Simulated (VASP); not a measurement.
Given:

```yaml
crystal:
  lattice:
    - [11.99952, 0.00000, 0.00000]
    - [0.00000, 11.99952, 0.00000]
    - [0.00000, 0.00000, 11.99952]
  atoms:
    - { symbol: In, position: [0.50005, 0.00076, 0.00017] }
    - { symbol: In, position: [0.74967, 0.24988, 0.00005] }
    - { symbol: In, position: [0.74964, 0.99939, 0.25073] }
    - { symbol: In, position: [0.00025, 0.00034, 0.00023] }
    - { symbol: In, position: [0.25059, 0.25057, 0.00079] }
    - { symbol: In, position: [0.49990, 0.50004, 0.00018] }
    - { symbol: In, position: [0.74973, 0.74970, 0.00053] }
    - { symbol: In, position: [0.25055, 0.00089, 0.25067] }
    - { symbol: In, position: [0.50164, 0.25277, 0.25289] }
    - { symbol: In, position: [0.74710, 0.49812, 0.25287] }
    - { symbol: In, position: [0.50000, 0.00018, 0.50018] }
    - { symbol: In, position: [0.74730, 0.25282, 0.49822] }
    - { symbol: In, position: [0.74935, 0.00081, 0.74948] }
    - { symbol: In, position: [0.00008, 0.49998, 0.00062] }
    - { symbol: In, position: [0.25013, 0.75029, 0.99983] }
    - { symbol: In, position: [0.00077, 0.25053, 0.25060] }
    - { symbol: In, position: [0.25271, 0.50173, 0.25264] }
    - { symbol: In, position: [0.49819, 0.74749, 0.25257] }
    - { symbol: In, position: [0.99973, 0.00059, 0.50016] }
    - { symbol: In, position: [0.25267, 0.25254, 0.50155] }
    - { symbol: In, position: [0.74749, 0.74753, 0.50170] }
    - { symbol: In, position: [0.25062, 0.99941, 0.74958] }
    - { symbol: In, position: [0.49838, 0.25258, 0.74752] }
    - { symbol: In, position: [0.74734, 0.50145, 0.74738] }
    - { symbol: In, position: [0.99940, 0.74986, 0.25074] }
    - { symbol: In, position: [0.00015, 0.50002, 0.49980] }
    - { symbol: In, position: [0.25260, 0.74749, 0.49806] }
    - { symbol: In, position: [0.99983, 0.25012, 0.74959] }
    - { symbol: In, position: [0.25277, 0.49826, 0.74737] }
    - { symbol: In, position: [0.50188, 0.74754, 0.74778] }
    - { symbol: In, position: [0.00051, 0.74982, 0.74942] }
    - { symbol: P, position: [0.62542, 0.12526, 0.12593] }
    - { symbol: P, position: [0.87465, 0.37457, 0.12577] }
    - { symbol: P, position: [0.87468, 0.12561, 0.37460] }
    - { symbol: P, position: [0.12510, 0.12513, 0.12509] }
    - { symbol: P, position: [0.37504, 0.37515, 0.12572] }
    - { symbol: P, position: [0.62503, 0.62502, 0.12557] }
    - { symbol: P, position: [0.87526, 0.87539, 0.12488] }
    - { symbol: P, position: [0.37516, 0.12567, 0.37535] }
    - { symbol: P, position: [0.61992, 0.37994, 0.37996] }
    - { symbol: P, position: [0.87431, 0.62476, 0.37504] }
    - { symbol: P, position: [0.62488, 0.12574, 0.62483] }
    - { symbol: P, position: [0.87476, 0.37488, 0.62505] }
    - { symbol: P, position: [0.87523, 0.12465, 0.87520] }
    - { symbol: P, position: [0.12516, 0.62571, 0.12582] }
    - { symbol: P, position: [0.37473, 0.87541, 0.12536] }
    - { symbol: P, position: [0.12572, 0.37520, 0.37512] }
    - { symbol: P, position: [0.37968, 0.62043, 0.37952] }
    - { symbol: P, position: [0.62484, 0.87431, 0.37527] }
    - { symbol: P, position: [0.12560, 0.12517, 0.62544] }
    - { symbol: P, position: [0.37981, 0.37954, 0.62022] }
    - { symbol: P, position: [0.62033, 0.62014, 0.62031] }
    - { symbol: P, position: [0.87463, 0.87513, 0.62552] }
    - { symbol: P, position: [0.37446, 0.12551, 0.87475] }
    - { symbol: P, position: [0.62522, 0.37481, 0.87482] }
    - { symbol: P, position: [0.87494, 0.62548, 0.87476] }
    - { symbol: P, position: [0.12516, 0.87531, 0.37466] }
    - { symbol: P, position: [0.12559, 0.62500, 0.62498] }
    - { symbol: P, position: [0.37524, 0.87432, 0.62495] }
    - { symbol: P, position: [0.12544, 0.37454, 0.87508] }
    - { symbol: P, position: [0.37475, 0.62519, 0.87468] }
    - { symbol: P, position: [0.62549, 0.87531, 0.87512] }
    - { symbol: P, position: [0.12466, 0.87546, 0.87511] }
```

These are HSE06 screened hybrid, VASP's PBE PAW potentials (set 64) (plane waves; VASP 6.6.1) values and carry that method's errors. Run with PREC = Normal, LREAL = Auto, ISYM = 0, EDIFF = 1E-5, 400 eV cut-off, 1×1×1 Γ-centred mesh, Gaussian smearing of 0.050 eV, potentials In P. Starting moments (MAGMOM): 63*0.0476. The cell's moment is fixed (NUPDOWN = 3).

The supercell is sampled at Γ alone, which is coarse: total energies, pressure and levels can be off, energies of defects by several tenths of an eV.

### Question
What does the run give for the cell moment, energy per atom (σ→0)?

### Answer

- cell moment: 3.00 μB
- energy per atom (σ→0): -471.6 kJ/mol of atoms

### Question
Give the moment on each site (PAW-sphere projection).

### Answer

```tsv
site	moment (μB)
In1	0.01
In2	0.00
In3	0.00
In4	0.00
In5	0.00
In6	0.00
In7	0.00
In8	0.00
In9	0.01
In10	0.01
In11	0.00
In12	0.01
In13	0.00
In14	0.01
In15	0.00
In16	0.00
In17	0.01
In18	0.01
In19	0.01
In20	0.01
In21	0.01
In22	0.00
In23	0.01
In24	0.01
In25	0.00
In26	0.00
In27	0.01
In28	0.00
In29	0.01
In30	0.01
In31	0.00
P32	0.03
P33	0.03
P34	0.03
P35	0.01
P36	0.00
P37	0.00
P38	0.01
P39	0.00
P40	0.27
P41	0.00
P42	0.00
P43	0.00
P44	0.01
P45	0.03
P46	0.03
P47	0.00
P48	0.27
P49	0.00
P50	0.03
P51	0.27
P52	0.27
P53	0.03
P54	0.03
P55	0.00
P56	0.03
P57	0.03
P58	0.00
P59	0.00
P60	0.03
P61	0.00
P62	0.03
P63	0.01
```

The cell is a supercell with a defect, built from InP (zinc blende): vac_In. The cell's shape comes from a PBE relaxation.
